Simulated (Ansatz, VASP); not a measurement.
# RuCl2 in VASP and in Ansatz

Contents of INCAR:

```
PREC     = Accurate       # precision mode
ENCUT    = 520            # plane-wave cutoff, eV
EDIFF    = 1E-7           # SCF threshold, eV
ISMEAR   = 0              # smearing method
SIGMA    = 0.05           # smearing width, eV
LREAL    = F              # projectors in reciprocal space
LASPH    = T              # aspherical terms in the spheres
NELM     = 80             # most SCF steps
ALGO     = Normal         # electronic algorithm
ISIF     = 2              # what is computed and relaxed
LWAVE    = F              # write WAVECAR
LCHARG   = T              # write CHGCAR
ISPIN    = 2              # spin polarisation
MAGMOM   = 1 -1 0 0 0 0   # initial moments
LORBIT   = 11             # projections on sites
LMAXMIX  = 4              # l up to which the mixer works
LDAU     = T              # DFT+U
LDAUTYPE = 2            
LDAUL    = 2 -1           # shell
LDAUU    = 4 0            # U, eV
LDAUJ    = 0 0          
LDAUPRINT= 1            
GGA      = PE             # functional
LELF     = T              # ELF
LVHAR    = T
```

File KPOINTS:

```
regular mesh
0
Gamma
  6 6 2
```

POSCAR

```
RuCl2
1.0
    3.5496909800      0.0000000000      0.0000000000
   -1.7748454900      3.0741225600      0.0000000000
    0.0000000000      0.0000000000     11.4527765400
Ru Cl
2 4
Direct
    0.0000000000      0.0000000000      0.0000000000
    0.0000000000      0.0000000000      0.5000000000
    0.3333333333      0.6666666667      0.1260000000
    0.3333333333      0.6666666667      0.6260000000
    0.6666666667      0.3333333333      0.3740000000
    0.6666666667      0.3333333333      0.8740000000
```

File input.yaml:

```yaml
crystal:
  lattice:
    - [3.54969098, 0.0, 0.0]
    - [-1.77484549, 3.07412256, 0.0]
    - [0.0, 0.0, 11.45277654]
  atoms:
    - { symbol: Ru, position: [0.0, 0.0, 0.0], spin: 1.0 }
    - { symbol: Ru, position: [0.0, 0.0, 0.5], spin: -1.0 }
    - { symbol: Cl, position: [0.3333333333, 0.6666666667, 0.126] }
    - { symbol: Cl, position: [0.3333333333, 0.6666666667, 0.626] }
    - { symbol: Cl, position: [0.6666666667, 0.3333333333, 0.374] }
    - { symbol: Cl, position: [0.6666666667, 0.3333333333, 0.874] }
hamiltonian:
  xc: pbe
  pseudopotentials: { kind: paw }
  hubbard: { sites: [{ species: Ru, l: d, u_eff: 4.0 }] }
magnetization:
  spin_polarized: true
kpoints:
  mp_grid: { grid: [6, 6, 2] }
scf:
  occupations: { method: gaussian, width: 0.05 }
output:
  forces: true
  stress: true
  eigenvalues: true
  write_density: true
  write_potential: true
  elf: true
  volumetric_format: npy
```

The cell comes from a database or a generator and needn't be the stable form of this composition.

Alike in both runs: task single point; functional PBE; k mesh 6 × 6 × 2; occupations gaussian, width 0.05 eV; collinear spin, antiferromagnetic start; Hubbard terms Ru d U = 4 eV.

```csv
,VASP,Ansatz
version,VASP 6.6.1,Ansatz 0.2.0
potentials or method,"VASP PAW PBE potentials, release 64 (Ru_pv, Cl)",Ansatz PAW
plane-wave cutoff (eV),520,420
valence electrons in the cell,56,60
```

Ansatz gave:

* gap on the k mesh at the Fermi level (eV): 2.88
* least direct gap on the mesh (eV): 2.94
* pressure (GPa): -2.9
* largest component of the traceless stress (GPa): 2.57
* rms of the force components (eV/Å): 0.543
* net moment per atom (μB): 0.00

Question: Which values does VASP return?

Answer: gap on the k mesh at the Fermi level (eV): 2.68; least direct gap on the mesh (eV): 2.79; pressure (GPa): -2.0; largest component of the traceless stress (GPa): 2.35; rms of the force components (eV/Å): 0.473; net moment per atom (μB): 0.00.

The programs project onto different local orbitals, so the same U acts differently. Atom by atom the forces differ by 0.070 eV/Å (rms over components). The two sets of potentials don't hold the same shells in valence.

Caveats: forces of over 1 eV/Å show positions far from the minimum, so gaps and moduli don't describe the material at rest; the magnetic or orbital state may not be the lowest (Ansatz); the starting moments weren't kept (Ansatz). A k mesh can miss the band edges. The state reached can hang on the start; a lower one may exist.
